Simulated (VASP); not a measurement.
Given:

```xyz
2
Lattice="1.8476 -3.2002 0.0000 1.8476 3.2002 0.0000 0.0000 0.0000 5.7047" Properties=species:S:1:pos:R:3 pbc="T T T"
Y      1.8476     1.0667     1.4262
Y      1.8476    -1.0667     4.2785
```

Computed with vdW-DF2, VASP's PBE PAW potentials (set 64) (plane waves; VASP). Run with 520 eV cut-off, 13×13×7 Γ-centred mesh, tetrahedra with Blöchl corrections, potentials Y_sv.

### Question
What does the run give for the energy per atom (σ→0), band gap (on the k-mesh) with the smallest direct gap where there is one?

### Answer

| Item | Result |
|---|---|
| band gap (on the k-mesh) | none (metal, semimetal or under 0.01 eV) |
| energy per atom (σ→0) | -3.526 eV/atom |

Only differences to runs with the same potentials and settings are physical.

The compound is Y in the hcp structure. It was relaxed first.
